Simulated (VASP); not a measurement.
**How smearing and number of MPI ranks change a VASP run on Bi4Te3 (Pilsenite)**

How sensitive are energy, pressure and forces of Bi4Te3 (Pilsenite) to the smearing and number of MPI ranks? The series runs use r2SCAN. The smearing tried: ISMEAR = 0, SIGMA = 0.01; ISMEAR = 0, SIGMA = 0.05; ISMEAR = 0, SIGMA = 0.1; ISMEAR = 0, SIGMA = 0.2; ISMEAR = 0, SIGMA = 0.5; ISMEAR = 2, SIGMA = 0.01; ISMEAR = 2, SIGMA = 0.05; ISMEAR = 2, SIGMA = 0.1; ISMEAR = 2, SIGMA = 0.2; ISMEAR = 2, SIGMA = 0.5; ISMEAR = -5. The number of MPI ranks tried: 1 ranks; 2 ranks; 4 ranks; 8 ranks. The start is a cell from a database of measured crystal structures.

Program: VASP 6.6.1. Level of theory: r2SCAN; plane waves and PAW (Bi_d, Te). Results are calculated unless marked as measured.

### Step 1. The structure

It takes space group R-3m (No. 166, trigonal). The conventional cell has a = 4.451 Å, b = 4.451 Å, c = 41.888 Å, α = 90.00°, β = 90.00°, γ = 120.00°. Nearest to Bi lie 6 Te at 3.12 to 3.33 Å. Bi has 3 Bi at 3.10 Å and 3 Te at 3.40 Å nearest. Te has 6 Bi at 3.33 Å nearest. Nearest to Te lie 6 Bi at 3.12 to 3.40 Å. Farther neighbours and most contacts between anions are not listed.

### Step 2. Smearing: ISMEAR = 0, SIGMA = 0.01

With a gap, smearing should do nothing until its tail reaches across the gap. r2SCAN adds the kinetic-energy density, costs more than a GGA and is run with LASPH.

INCAR

```
SYSTEM = Bi4Te3
PREC = Accurate
ENCUT = 400
EDIFF = 1E-06
NELM = 100
ISMEAR = 0
SIGMA = 0.01
LREAL = .FALSE.
ALGO = Normal
METAGGA = R2SCAN
LASPH = .TRUE.
NBANDS = 48
LORBIT = 11
LWAVE = .FALSE.
LCHARG = .FALSE.
KPAR = 8
ISIF = 2
```

POSCAR

```
Bi4Te3
1.0
   -4.4510000000      0.0000000000      0.0000000000
    2.2255000000     -3.8546790723      0.0000000000
    2.2255000000      1.2848930241     13.9626666667
Bi Te
4 3
Direct
    0.4343333334      0.7171666667      0.1515000001
    0.5656666666      0.2828333333      0.8484999999
    0.2920000000      0.1460000000      0.4380000000
    0.7080000000      0.8540000000      0.5620000000
    0.0000000000      0.0000000000      0.0000000000
    0.8520666666      0.4260333333      0.2780999999
    0.1479333334      0.5739666667      0.7219000001
```

KPOINTS

```
Automatic mesh
0
Gamma
5 5 5
0 0 0
```

Potentials, in the order of the species: Bi_d and Te (PBE family, release 64).

On the command line:

```bash
mpirun -np 8 vasp_std
```

The program printed:

```text
[banner, memory and clock lines left out]
running    8 mpi-ranks, on    1 nodes
 distrk:  each k-point on    1 cores,    8 groups
 distr:  one band on    1 cores,    1 groups

 POSCAR found type information on POSCAR BiTe
 POSCAR found :  2 types and       7 ions
|                                                                             |
|           W    W    AA    RRRRR   N    N  II  N    N   GGGG   !!!           |
|           W    W   A  A   R    R  NN   N  II  NN   N  G    G  !!!           |
|           W    W  A    A  R    R  N N  N  II  N N  N  G       !!!           |
|           W WW W  AAAAAA  RRRRR   N  N N  II  N  N N  G  GGG   !            |
|           WW  WW  A    A  R   R   N   NN  II  N   NN  G    G                |
|           W    W  A    A  R    R  N    N  II  N    N   GGGG   !!!           |
|                                                                             |
|     For optimal performance we recommend to set                             |
|       NCORE = 2 up to number-of-cores-per-socket                            |
|     NCORE specifies how many cores store one orbital (NPAR=cpu/NCORE).      |
|     This setting can greatly improve the performance of VASP for DFT.       |
|     The default, NCORE=1 might be grossly inefficient on modern             |
|     multi-core architectures or massively parallel machines. Do your        |
|     Unfortunately you need to use the default for GW and RPA                |
|     calculations (for HF NCORE is supported but not extensively tested      |
|     yet).                                                                   |
|                                                                             |

|                                                                             |
|               ----> ADVICE to this user running VASP <----                  |
|                                                                             |
|     You enforced a specific xc type in the INCAR file but a different       |
|     [... a line on the potential file left out ...]
|     I HOPE YOU KNOW WHAT YOU ARE DOING!                                     |
|                                                                             |

 LDA part: xc-table for (None), standard interpolation
 POSCAR, INCAR and KPOINTS ok, starting setup
 FFT: planning ... GRIDC
 FFT: planning ... GRID_SOFT
 FFT: planning ... GRID
 WAVECAR not read
 entering main loop
       N       E                     dE             d eps       ncg     rms          rms(c)
DAV:   1     0.488521736429E+03    0.48852E+03   -0.33209E+04  1824   0.145E+03
DAV:   2    -0.231800731754E+03   -0.72032E+03   -0.70219E+03  1840   0.425E+02
DAV:   3    -0.323490993562E+03   -0.91690E+02   -0.88438E+02  2264   0.173E+02
DAV:   4    -0.328109782169E+03   -0.46188E+01   -0.45793E+01  2112   0.411E+01
DAV:   5    -0.328351233055E+03   -0.24145E+00   -0.24138E+00  2568   0.862E+00    0.727E+00
DAV:   6    -0.311319097981E+03    0.17032E+02   -0.45361E+00  2088   0.222E+01    0.610E+00
DAV:   7    -0.311346866836E+03   -0.27769E-01   -0.40119E-01  2080   0.337E+00    0.274E+00
DAV:   8    -0.311375084898E+03   -0.28218E-01   -0.12426E-01  2016   0.191E+00    0.622E-01
DAV:   9    -0.311375430259E+03   -0.34536E-03   -0.82300E-03  2464   0.492E-01    0.421E-01
DAV:  10    -0.311376008093E+03   -0.57783E-03   -0.35882E-03  2008   0.346E-01    0.109E-01
DAV:  11    -0.311376056525E+03   -0.48432E-04   -0.26514E-04  2216   0.940E-02    0.639E-02
DAV:  12    -0.311376112401E+03   -0.55876E-04   -0.10662E-04  1976   0.546E-02    0.275E-02
DAV:  13    -0.311376116326E+03   -0.39252E-05   -0.16766E-05  2360   0.279E-02    0.701E-03
DAV:  14    -0.311376117738E+03   -0.14113E-05   -0.46945E-06  1760   0.121E-02    0.310E-03
DAV:  15    -0.311376116916E+03    0.82183E-06   -0.73434E-07  1128   0.622E-03
   1 F= -.31137612E+03 E0= -.31137612E+03  d E =-.132791E-33
```

It took 51 s on 8 MPI ranks of Intel Xeon 6975P-C (Granite Rapids), shared host; peak memory 3.1 GiB; 6.7 min of CPU time.

The logs omit lines about the potential files and the build; timing stands in the text.

OUTCAR, selected parts (step 2):

```text
ion  position               nearest neighbor table
   1  0.434  0.717  0.152-   6 3.12   6 3.12   6 3.12   5 3.33   5 3.33   5 3.33
   2  0.566  0.283  0.848-   7 3.12   7 3.12   7 3.12   5 3.33   5 3.33   5 3.33
   3  0.292  0.146  0.438-   4 3.10   4 3.10   4 3.10   6 3.40   6 3.40   6 3.40
   4  0.708  0.854  0.562-   3 3.10   3 3.10   3 3.10   7 3.40   7 3.40   7 3.40
   5  0.000  0.000  0.000-   1 3.33   2 3.33   2 3.33   1 3.33   2 3.33   1 3.33
   6  0.852  0.426  0.278-   1 3.12   1 3.12   1 3.12   3 3.40   3 3.40   3 3.40
   7  0.148  0.574  0.722-   2 3.12   2 3.12   2 3.12   4 3.40   4 3.40   4 3.40

  LATTYP: Found a trigonal (rhomboedric) cell.
 ALAT       =    14.1971779160
 COS(alpha) =     0.9508547959

 Subroutine GETGRP returns: Found 12 space group operations
 (whereof 12 operations were pure point group operations)

The static configuration has the point symmetry D_3d.

 Found     19 irreducible k-points:

   k-points           NKPTS =     19   k-points in BZ     NKDIM =     19   number of bands    NBANDS=     48

   dimension x,y,z NGX =    30 NGY =   30 NGZ =   96
   dimension x,y,z NGXF=    60 NGYF=   60 NGZF=  192

   ENCUT  =  400.0 eV  29.40 Ry    5.42 a.u.   7.26  7.26 23.15*2*pi/ulx,y,z

   NELECT =      78.0000    total number of electrons

 k-points in reciprocal lattice and weights: Automatic mesh
   0.00000000  0.00000000  0.00000000       0.008
   0.20000000  0.00000000  0.00000000       0.048
   0.40000000  0.00000000  0.00000000       0.048
   0.00000000  0.20000000  0.00000000       0.048
   0.20000000  0.20000000  0.00000000       0.096
   0.40000000  0.20000000  0.00000000       0.048
   0.00000000  0.40000000  0.00000000       0.048
   0.20000000  0.40000000  0.00000000       0.096
  -0.20000000  0.40000000 -0.00000000       0.048
[...]
0.00000000  0.00000000  0.40000000       0.016
   0.20000000  0.00000000  0.40000000       0.048

 average (electrostatic) potential at core
       1-111.9499       2-111.9499       3-110.9046       4-110.9046       5 -92.9590
       6 -93.4021       7 -93.4021

 E-fermi :   6.4405

 k-point     1 :       0.0000    0.0000    0.0000
  band No.  band energies     occupation
    ...
     35       4.8579      2.00000
     36       4.8579      2.00000
     37       5.6919      2.00000
     38       5.6919      2.00000
     39       6.1489      2.00000
     40       7.0260      0.00000
     41       7.0260      0.00000
     42       7.3101      0.00000
     43       7.3864      0.00000
     44       7.3864      0.00000
    ...

 k-point     2 :       0.2000    0.0000    0.0000
  band No.  band energies     occupation
    ...
     35       4.7380      2.00000
     36       4.7958      2.00000
     37       5.3199      2.00000
     38       5.6008      2.00000
     39       5.7353      2.00000
     40       7.2986      0.00000
     41       7.3180      0.00000
     42       7.4468      0.00000
     43       7.9935      0.00000
     44       8.0590      0.00000
    ...

 k-point     3 :       0.4000    0.0000    0.0000
  band No.  band energies     occupation
    ...
     35       3.9081      2.00000
     36       4.0984      2.00000
     37       4.5686      2.00000
     38       5.2738      2.00000
     39       5.8234      2.00000
     40       6.8162      0.00000
     41       7.0803      0.00000
     42       7.7628      0.00000
     43       8.8435      0.00000
     44       8.8629      0.00000
    ...

  Total        0.6618804      0.6618804     -0.4528468      0.0000000     -0.0000000     -0.0000000
  in kB        4.4266577      4.4266577     -3.0286400      0.0000000     -0.0000000     -0.0000000
  external PRESSURE =       1.9415585 kB  Pullay stress =       0.0000000 kB

  energy-cutoff  :      400.00
  volume of cell :      239.56
      direct lattice vectors                 reciprocal lattice vectors
    -4.451000000  0.000000000  0.000000000    -0.224668614 -0.129712485  0.047746371
     2.225500000 -3.854679072  0.000000000     0.000000000 -0.259424969  0.023873186
     2.225500000  1.284893024 13.962666667     0.000000000  0.000000000  0.071619557

 POSITION                                       TOTAL-FORCE (eV/Angst)
 -----------------------------------------------------------------------------------
      0.00000     -2.56979      2.11534        -0.000000     -0.000000     -0.128514
     -0.00000      0.00000     11.84732         0.000000      0.000000      0.128514
      0.00000      0.00000      6.11565        -0.000000      0.000000      0.641009
     -0.00000     -2.56979      7.84702         0.000000     -0.000000     -0.641009
      0.00000      0.00000      0.00000         0.000000      0.000000     -0.000000
     -2.22550     -1.28489      3.88302         0.000000      0.000000     -0.607388
      2.22550     -1.28489     10.07965        -0.000000      0.000000      0.607388
 -----------------------------------------------------------------------------------
    total drift:                                0.000000     -0.000000      0.000000

  FREE ENERGIE OF THE ION-ELECTRON SYSTEM (eV)
  ---------------------------------------------------
  free  energy   TOTEN  =      -311.3761169158 eV

  energy  without entropy=     -311.3761169158  energy(sigma->0) =     -311.37611692

 total charge
# of ion       s       p       d       tot
------------------------------------------
    1        1.562   1.121   9.927  12.609
    2        1.562   1.121   9.927  12.609
    3        1.501   1.357   9.904  12.762
    4        1.501   1.357   9.904  12.762
    5        1.393   1.979   0.019   3.391
    6        1.411   1.936   0.032   3.379
    7        1.411   1.936   0.032   3.379
--------------------------------------------------
tot         10.340  10.808  39.744  60.891

[... 3 further parts left out ...]
```

The gap is read on the k-mesh alone, so it is an upper bound where the band edges lie off the mesh. Spin-orbit coupling is off here; with elements this heavy it splits and shifts levels by tenths of an eV or more. The PAW data sets were made with PBE, which is usual practice but a small mismatch for other functionals.

This step gave:

- SCF cycles: 15
- electrons: 78
- bands: 48
- irreducible k-points: 19
- symmetry operations: 12
- free energy (TOTEN): -311.3761 eV
- Fermi energy: 6.441 eV
- pressure: 0.1942 GPa
- metallic: no
- valence top at k: 0, 0, 0.4
- conduction bottom at k: 0, 0, 0.4
- least direct gap at k: 0, 0, 0.4
- gap on the k-mesh: 0.3037 eV
- least direct gap on the k-mesh: 0.3037 eV

The series starts at -44.4823 eV an atom and 0.19 GPa, after 15 cycles in 51 s. The entropy term T·S comes to 0.00 meV an atom in size.

### Step 3. Smearing: ISMEAR = 0, SIGMA = 0.05

INCAR, as its differences from that of step 2:

```diff
@@ -6,3 +6,3 @@
 ISMEAR = 0
-SIGMA = 0.01
+SIGMA = 0.05
 LREAL = .FALSE.
```

POSCAR is that of step 2.

KPOINTS is that of step 2.

On the command line:

```bash
mpirun -np 8 vasp_std
```

The program printed:

```text
[banner, memory and clock lines left out]
running    8 mpi-ranks, on    1 nodes
[...]
[... a notice as in an earlier step ...]

 [... a notice as in an earlier step ...]

 LDA part: xc-table for (None), standard interpolation
 POSCAR, INCAR and KPOINTS ok, starting setup
[...]
entering main loop
       N       E                     dE             d eps       ncg     rms          rms(c)
DAV:   1     0.488516596155E+03    0.48852E+03   -0.33209E+04  1824   0.145E+03
DAV:   2    -0.231804013516E+03   -0.72032E+03   -0.70218E+03  1840   0.425E+02
DAV:   3    -0.323490993574E+03   -0.91687E+02   -0.88439E+02  2264   0.173E+02
[... 1 cycle as in an earlier step ...]
DAV:   5    -0.328351233056E+03   -0.24145E+00   -0.24138E+00  2568   0.862E+00    0.727E+00
[... 1 cycle as in an earlier step ...]
DAV:   7    -0.311346866837E+03   -0.27769E-01   -0.40119E-01  2080   0.337E+00    0.274E+00
DAV:   8    -0.311375084902E+03   -0.28218E-01   -0.12426E-01  2016   0.191E+00    0.622E-01
DAV:   9    -0.311375430261E+03   -0.34536E-03   -0.82300E-03  2464   0.492E-01    0.421E-01
DAV:  10    -0.311376008100E+03   -0.57784E-03   -0.35882E-03  2008   0.346E-01    0.109E-01
DAV:  11    -0.311376056532E+03   -0.48432E-04   -0.26514E-04  2216   0.940E-02    0.639E-02
DAV:  12    -0.311376112407E+03   -0.55875E-04   -0.10662E-04  1976   0.546E-02    0.275E-02
DAV:  13    -0.311376116333E+03   -0.39253E-05   -0.16766E-05  2360   0.279E-02    0.701E-03
DAV:  14    -0.311376117743E+03   -0.14108E-05   -0.46945E-06  1760   0.121E-02    0.310E-03
DAV:  15    -0.311376116922E+03    0.82168E-06   -0.73435E-07  1128   0.622E-03
   1 F= -.31137612E+03 E0= -.31137612E+03  d E =-.126782E-06
```

Elapsed: 51 s, on 8 MPI ranks; peak memory 3.1 GiB.

OUTCAR, selected parts (step 3):

```text
  Total        0.6618797      0.6618797     -0.4528468      0.0000000     -0.0000000      0.0000000
  in kB        4.4266525      4.4266525     -3.0286401      0.0000000     -0.0000000      0.0000000
  external PRESSURE =       1.9415550 kB  Pullay stress =       0.0000000 kB

 POSITION                                       TOTAL-FORCE (eV/Angst)
 -----------------------------------------------------------------------------------
      0.00000     -2.56979      2.11534         0.000000      0.000000     -0.128515
     -0.00000      0.00000     11.84732        -0.000000     -0.000000      0.128515
      0.00000      0.00000      6.11565        -0.000000     -0.000000      0.641009
     -0.00000     -2.56979      7.84702         0.000000      0.000000     -0.641009
      0.00000      0.00000      0.00000         0.000000      0.000000      0.000000
     -2.22550     -1.28489      3.88302         0.000000      0.000000     -0.607387
      2.22550     -1.28489     10.07965        -0.000000      0.000000      0.607387
 -----------------------------------------------------------------------------------
    total drift:                                0.000000     -0.000000      0.000000

  FREE ENERGIE OF THE ION-ELECTRON SYSTEM (eV)
  ---------------------------------------------------
  free  energy   TOTEN  =      -311.3761169217 eV

  energy  without entropy=     -311.3761167949  energy(sigma->0) =     -311.37611686

[... 2 parts as in an earlier step ...]

[... 1 further part left out ...]
[key lines of the parts left out:]
E-fermi :   6.5067
```

Against the run before the energy at zero width stays within 0.01 meV an atom and the pressure within 0.01 GPa, after 15 cycles in 51 s. The entropy term T·S comes to 0.00 meV an atom in size.

### Step 4. Smearing: ISMEAR = 0, SIGMA = 0.1

INCAR, as its differences from that of step 3:

```diff
@@ -6,3 +6,3 @@
 ISMEAR = 0
-SIGMA = 0.05
+SIGMA = 0.1
 LREAL = .FALSE.
```

POSCAR is that of step 3.

KPOINTS is that of step 3.

On the command line:

```bash
mpirun -np 8 vasp_std
```

The program printed:

```text
[... set-up lines as in an earlier step ...]
 entering main loop
       N       E                     dE             d eps       ncg     rms          rms(c)
DAV:   1     0.488508445986E+03    0.48851E+03   -0.33209E+04  1824   0.145E+03
DAV:   2    -0.231810287996E+03   -0.72032E+03   -0.70217E+03  1840   0.425E+02
DAV:   3    -0.323491045455E+03   -0.91681E+02   -0.88425E+02  2264   0.173E+02
DAV:   4    -0.328109800342E+03   -0.46188E+01   -0.45793E+01  2112   0.411E+01
[...]
DAV:  13    -0.311376158444E+03   -0.38348E-05   -0.16728E-05  2368   0.280E-02    0.704E-03
DAV:  14    -0.311376159858E+03   -0.14138E-05   -0.46778E-06  1768   0.121E-02    0.311E-03
DAV:  15    -0.311376159024E+03    0.83378E-06   -0.73197E-07  1128   0.625E-03
   1 F= -.31137616E+03 E0= -.31137600E+03  d E =-.310835E-03
```

The job ended after 51 s (8 MPI ranks; peak memory 3.1 GiB).

Parts of OUTCAR (step 4):

```text
  Total        0.6600945      0.6600945     -0.4518602      0.0000000      0.0000000      0.0000000
  in kB        4.4147135      4.4147135     -3.0220418      0.0000000      0.0000000      0.0000000
  external PRESSURE =       1.9357951 kB  Pullay stress =       0.0000000 kB

 POSITION                                       TOTAL-FORCE (eV/Angst)
 -----------------------------------------------------------------------------------
      0.00000     -2.56979      2.11534         0.000000     -0.000000     -0.128799
     -0.00000      0.00000     11.84732        -0.000000      0.000000      0.128799
      0.00000      0.00000      6.11565         0.000000     -0.000000      0.640881
     -0.00000     -2.56979      7.84702        -0.000000      0.000000     -0.640881
      0.00000      0.00000      0.00000         0.000000      0.000000      0.000000
     -2.22550     -1.28489      3.88302        -0.000000      0.000000     -0.607014
      2.22550     -1.28489     10.07965        -0.000000     -0.000000      0.607014
 -----------------------------------------------------------------------------------
    total drift:                                0.000000     -0.000000      0.000000

  FREE ENERGIE OF THE ION-ELECTRON SYSTEM (eV)
  ---------------------------------------------------
  free  energy   TOTEN  =      -311.3761590240 eV

  energy  without entropy=     -311.3758481885  energy(sigma->0) =     -311.37600361

[... 2 parts as in an earlier step ...]

[... 1 further part left out ...]
[key lines of the parts left out:]
E-fermi :   6.4951
```

Against the run before the energy at zero width moves by +0.02 meV an atom while the pressure stays within 0.01 GPa, after 15 cycles in 51 s. The entropy term T·S comes to 0.04 meV an atom in size.

[end of part 1 of 3]

[Lines on the potential files, build, host, timing and source positions are cut from VASP's logs without a mark.]

[Logs are printed without paths, hosts, clocks, repeated set-up lines and the standing remarks that a program may print on its own settings, such as how far it seeks lower states.]

[Hosts, paths, dates, database ids (printed as entryN), source tags and the programs' standing remarks are cut or masked in the printed files.]

[A measured line is paired with the nearest computed mode of its activity, which favours agreement.]
